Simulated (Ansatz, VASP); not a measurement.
# SiSbTe3: VASP beside Ansatz

```
Si Sb Te
1.0
     3.47664    2.00724    3.56827
    -3.47664    2.00724    3.56827
     0.00000   -4.01448    3.56827
Si Sb Te
1 1 3
Direct
  0.23467 0.23467 0.23467
  0.45676 0.45676 0.45676
  0.49049 0.01618 0.49049
  0.49049 0.49049 0.01618
  0.01618 0.49049 0.49049
```

Alike in both runs: task single point; functional PBE; k mesh 3 × 3 × 3; occupations gaussian, width 0.1 eV; no spin polarisation.

```csv
,VASP,Ansatz
version,VASP 6.6.1,Ansatz 0.2.0
potentials or method,"VASP PAW PBE potentials, release 64 (Si, Sb, Te)","scalar-relativistic, plane waves, PAW"
plane-wave cutoff (eV),520,420
valence electrons in the cell,27,67
```

VASP gave:

```
gap on the k mesh at the Fermi level (eV) : none
rms of the force components (eV/Å)        : 8.416
```

Question: What did Ansatz give for the same quantities?

Answer: gap on the k mesh at the Fermi level (eV): none; rms of the force components (eV/Å): 8.136.

Atom by atom the forces differ by 0.284 eV/Å (rms over components). A gap of «none» marks a metal or a gap that the smearing closes. The two sets of potentials don't hold the same shells in valence.

Caveats: the k mesh is coarse (spacing up to 0.40 Å⁻¹), so the values aren't converged; forces of over 1 eV/Å show positions far from the minimum, so gaps and moduli don't describe the material at rest. Spin-orbit coupling is left out, which matters for the levels of Sb, Te.
